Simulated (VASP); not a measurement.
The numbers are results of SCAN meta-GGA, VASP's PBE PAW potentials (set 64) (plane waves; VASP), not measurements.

VASP ran on this input.

File POSCAR:
```
LaS
4.1551780
  0.0000000000   0.7071067763   0.7071067763
  0.7071067763   0.0000000000   0.7071067763
  0.7071067763   0.7071067763   0.0000000000
S La
1 1
Cart
  0.7071067763   0.7071067763   0.7071067763
  0.0000000000   0.0000000000   0.0000000000
```

**KPOINTS**
```
Automatic mesh
0
Gamma
12 12 12
0 0 0
```

**INCAR**
```
ALGO = Normal
EDIFF = 1E-7
ENCUT = 400
ISIF = 2
ISMEAR = -5
LASPH = .TRUE.
LCHARG = .FALSE.
LMAXMIX = 6
LMIXTAU = .TRUE.
LORBIT = 11
LREAL = .FALSE.
LWAVE = .FALSE.
METAGGA = SCAN
NEDOS = 601
NELM = 100
PREC = Accurate
SYSTEM = LaS
```

KPOINTS_OPT:
```
k-points along high-symmetry lines
10
Line-mode
Reciprocal
  0.000000   0.000000   0.000000 ! GAMMA
  0.500000   0.000000   0.500000 ! X

  0.500000   0.000000   0.500000 ! X
  0.625000   0.250000   0.625000 ! U

  0.375000   0.375000   0.750000 ! K
  0.000000   0.000000   0.000000 ! GAMMA

  0.000000   0.000000   0.000000 ! GAMMA
  0.500000   0.500000   0.500000 ! L

  0.500000   0.500000   0.500000 ! L
  0.500000   0.250000   0.750000 ! W

  0.500000   0.250000   0.750000 ! W
  0.500000   0.000000   0.500000 ! X
```

POTCAR, in this order: S La (PBE.64 set). Program: vasp_std.

The run wrote:

OSZICAR:
```
       N       E                     dE             d eps       ncg     rms          rms(c)
DAV:   1     0.100647412917E+03    0.10065E+03   -0.54084E+03  1728   0.154E+03
DAV:   2    -0.464777186279E+02   -0.14713E+03   -0.14438E+03  2552   0.268E+02
DAV:   3    -0.613827629270E+02   -0.14905E+02   -0.14442E+02  2588   0.118E+02
DAV:   4    -0.625123052286E+02   -0.11295E+01   -0.10576E+01  2980   0.243E+01
DAV:   5    -0.625903154708E+02   -0.78010E-01   -0.77029E-01  2860   0.562E+00    0.550E+00
DAV:   6    -0.569879091246E+02    0.56024E+01   -0.26078E+00  3028   0.132E+01    0.388E+00
DAV:   7    -0.575685497922E+02   -0.58064E+00   -0.19954E+00  2420   0.138E+01    0.197E+00
DAV:   8    -0.573666672563E+02    0.20188E+00   -0.12449E+00  2740   0.130E+01    0.124E+00
DAV:   9    -0.575532365244E+02   -0.18657E+00   -0.17727E-01  2672   0.645E+00    0.801E-01
DAV:  10    -0.575872262604E+02   -0.33990E-01   -0.16347E-01  3060   0.516E+00    0.296E-01
DAV:  11    -0.576023557255E+02   -0.15129E-01   -0.59076E-02  2048   0.257E+00    0.208E-01
DAV:  12    -0.576049968620E+02   -0.26411E-02   -0.64663E-03  3264   0.117E+00    0.103E-01
DAV:  13    -0.576096125881E+02   -0.46157E-02   -0.30897E-02  2808   0.193E+00    0.778E-02
DAV:  14    -0.576070200103E+02    0.25926E-02   -0.80275E-03  2496   0.958E-01    0.463E-02
DAV:  15    -0.576074651082E+02   -0.44510E-03   -0.10746E-03  2920   0.431E-01    0.380E-02
DAV:  16    -0.576087081302E+02   -0.12430E-02   -0.10173E-03  2264   0.466E-01    0.366E-02
DAV:  17    -0.576095003279E+02   -0.79220E-03   -0.19556E-03  2164   0.408E-01    0.627E-02
DAV:  18    -0.576095967125E+02   -0.96385E-04   -0.32747E-04  3016   0.163E-01    0.136E-02
DAV:  19    -0.576095825185E+02    0.14194E-04   -0.39177E-05  2668   0.582E-02    0.155E-02
DAV:  20    -0.576095683628E+02    0.14156E-04   -0.92765E-06  2584   0.300E-02    0.153E-02
DAV:  21    -0.576096309116E+02   -0.62549E-04   -0.34870E-05  2756   0.756E-02    0.779E-03
DAV:  22    -0.576096260382E+02    0.48734E-05   -0.44748E-05  3136   0.797E-02    0.493E-03
DAV:  23    -0.576096285223E+02   -0.24842E-05   -0.58385E-06  2724   0.326E-02    0.181E-03
DAV:  24    -0.576096267931E+02    0.17292E-05   -0.30735E-06  3312   0.276E-02    0.114E-03
DAV:  25    -0.576096268293E+02   -0.36234E-07   -0.16954E-07  2088   0.473E-03
   1 F= -.57609627E+02 E0= -.57609627E+02  d E =0.000000E+00
       N       E                     dE             ncg
```

### OUTCAR
```
------------------------ aborting loop because EDIFF is reached ----------------------------------------
  FORCE on cell =-STRESS in cart. coord.  units (eV):
  Direction    XX          YY          ZZ          XY          YZ          ZX
  --------------------------------------------------------------------------------------
  Total       -0.0214430     -0.0214430     -0.0214430      0.0000000      0.0000000     -0.0000000
  in kB       -0.6772405     -0.6772405     -0.6772405      0.0000000      0.0000000     -0.0000000
  external PRESSURE =      -0.6772405 kB  Pullay stress =       0.0000000 kB
  volume of cell :       50.73
      direct lattice vectors                 reciprocal lattice vectors
     0.000000000  2.938154520  2.938154520    -0.170174848  0.170174848  0.170174848
     2.938154520  0.000000000  2.938154520     0.170174848 -0.170174848  0.170174848
     2.938154520  2.938154520  0.000000000     0.170174848  0.170174848 -0.170174848
 POSITION                                       TOTAL-FORCE (eV/Angst)
 -----------------------------------------------------------------------------------
      2.93815      2.93815      2.93815        -0.000000      0.000000     -0.000000
      0.00000      0.00000      0.00000         0.000000      0.000000      0.000000
 -----------------------------------------------------------------------------------
    total drift:                               -0.000000      0.000000      0.000000
  FREE ENERGIE OF THE ION-ELECTRON SYSTEM (eV)
  ---------------------------------------------------
  free  energy   TOTEN  =       -57.6096268293 eV

  energy  without entropy=      -57.6096268293  energy(sigma->0) =      -57.60962683

 total charge

# of ion       s       p       d       f       tot
--------------------------------------------------
    1        1.314   2.469   0.000   0.000   3.783
    2        2.000   5.661   0.712   0.157   8.530
--------------------------------------------------
tot          3.314   8.130   0.712   0.157  12.313
```
(Selected blocks of OUTCAR.)

For a metal the tetrahedron method with Blöchl corrections gives inexact stress and forces.

The structure comes from a measured LaS entry (Fm-3m) of the Crystallography Open Database, whose conditions weren't checked. It was relaxed first. The electron count is odd and the run is not spin-polarised, which forces a metal.
